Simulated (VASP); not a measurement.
Data:

```xyz
71
Lattice="4.8683 -8.4322 0.0000 4.8683 8.4322 0.0000 0.0000 0.0000 10.5563" Properties=species:S:1:pos:R:3 pbc="T T T"
Ga     1.6095    -0.9332     2.6320
Ga     1.6227     0.9349    10.5511
Ga     1.6219    -0.9326     7.9138
Ga     1.6111     0.9419     5.2905
Ga     3.2321     1.8749     2.6329
Ga     3.2470     3.7468    10.5508
Ga     3.2396     1.8731     7.9197
Ga     3.2556     3.7540     5.2952
Ga     4.8667     4.6808     2.6315
Ga     4.8685     6.5563    10.5510
Ga     4.8688     4.6850     7.9243
Ga     4.8675     6.5451     5.2929
Ga     3.2440    -3.7647     2.6312
Ga     3.2431    -1.8764    10.5518
Ga     3.2476    -3.7511     7.9141
Ga     3.2398    -1.8791     5.2765
Ga     4.8646    -0.9426     2.5605
Ga     4.8675     0.9348    10.5550
Ga     4.8663    -0.9388     7.9352
Ga     4.8658     0.9565     5.2880
Ga     6.5000     1.8736     2.6323
Ga     6.4898     3.7465    10.5511
Ga     6.4950     1.8719     7.9192
Ga     6.4782     3.7556     5.2933
Ga     4.8646    -6.5633     2.6287
Ga     4.8671    -4.6855    10.5517
Ga     4.8663    -6.5596     7.9242
Ga     4.8664    -4.6978     5.2897
Ga     6.4883    -3.7656     2.6322
Ga     6.4906    -1.8769    10.5533
Ga     6.4855    -3.7527     7.9174
Ga     6.5026    -1.8837     5.2831
Ga     8.1208    -0.9363     2.6318
Ga     8.1122     0.9342    10.5510
Ga     8.1142    -0.9357     7.9177
Ga     8.1207     0.9406     5.2915
N      1.6301    -0.9347     4.6260
N      1.6209     0.9331     1.9841
N      1.6291    -0.9422     9.9023
N      1.6210     0.9383     7.2686
N      3.2450     1.8655     4.6273
N      3.2433     3.7429     1.9856
N      3.2525     1.8693     9.9066
N      3.2450     3.7479     7.2715
N      4.8666     4.6844     4.6213
N      4.8665     6.5554     1.9848
N      4.8680     4.6836     9.9073
N      4.8680     6.5585     7.2693
N      3.2510    -3.7439     4.6253
N      3.2434    -1.8776     2.0077
N      3.2442    -3.7418     9.9027
N      3.2527    -1.8703     7.2495
N      4.8657     0.9298     2.0108
N      4.8672    -0.9396     9.9196
N      4.8670     0.9280     7.2571
N      6.4881     1.8650     4.6270
N      6.4901     3.7423     1.9851
N      6.4825     1.8681     9.9065
N      6.4905     3.7464     7.2697
N      4.8656    -6.5613     4.6201
N      4.8663    -4.6885     1.9837
N      4.8669    -6.5600     9.9072
N      4.8669    -4.6872     7.2675
N      6.4828    -3.7461     4.6260
N      6.4863    -1.8781     2.0091
N      6.4911    -3.7425     9.9050
N      6.4818    -1.8715     7.2537
N      8.1033    -0.9356     4.6263
N      8.1108     0.9310     1.9842
N      8.1061    -0.9441     9.9052
N      8.1133     0.9351     7.2699
```
Cell charge -1.

All values below come from HSE06 screened hybrid, VASP's PBE PAW potentials (set 64) (plane waves; VASP 6.6.1). Run with PREC = Normal, LREAL = Auto, ISYM = 0, NELECT = 284.0, EDIFF = 1E-5, 400 eV cut-off, 1×1×1 Γ-centred mesh, Gaussian smearing of 0.050 eV, potentials Ga N.

The cell is charged, with a uniform compensating background. The supercell is sampled at Γ alone, which is coarse: total energies, pressure and levels can be off, energies of defects by several tenths of an eV.

Q: Estimate the energy per atom (σ→0).

A: 
```
Quantity                       Result
---------------------  --------------
energy per atom (σ→0)  -7.179 eV/atom
```

Total energies compare only between runs with the same potentials, cut-off and functional.

The cell is a supercell with a defect, built from GaN (wurtzite): vac_N, charge -1. The cell's shape comes from a PBE relaxation. The run is not spin-polarised, so no state with unpaired spins was tried.
